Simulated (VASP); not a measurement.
Here is a VASP 6.6.1 calculation.

The input INCAR:

```
PREC = Accurate
ENCUT = 520
EDIFF = 1E-6
ISMEAR = 0
SIGMA = 0.01
LREAL = F
LASPH = T
NELM = 100
ALGO = Fast
ISIF = 2
LWAVE = F
LCHARG = F
GGA = PE
IVDW = 2
LORBIT = 11
```

The input KPOINTS:

```
regular mesh
0
Gamma
  1 1 1
```

POSCAR

```
H2C2IF
1.0
   12.0000000000      0.0000000000      0.0000000000
    0.0000000000     11.0000000000      0.0000000000
    0.0000000000      0.0000000000     13.0000000000
F C I H
1 2 1 2
Direct
    0.3993500000      0.4503454500      0.3819884600
    0.4433666700      0.4762181800      0.4736884600
    0.5475833300      0.5130727300      0.4819961500
    0.6169750000      0.5534727300      0.6232423100
    0.3851916700      0.4635181800      0.5365038500
    0.6014916700      0.5239272700      0.4159884600
```

Potentials or basis: VASP PAW PBE potentials, release 64 (F, C, I, H).

The run is started by

```bash
$ cat potpaw_PBE.64/F/POTCAR potpaw_PBE.64/C/POTCAR potpaw_PBE.64/I/POTCAR potpaw_PBE.64/H/POTCAR > POTCAR
$ mpirun -np 1 vasp_gam > vasp.out
```

(1) Predict the Hirshfeld charges.

(2) Estimate the dispersion energy per atom.

(3) Predict the gap between the frontier levels.

(4) Estimate the largest force.

Answers

(1) F -0.07; C +0.03, -0.11; I +0.03; H +0.06 e.

(2) -0.003 eV.

(3) 4.06 eV.

(4) 1.161 eV/Å.

Caveat: spin-orbit coupling is left out, which moves the levels of the heavy elements.
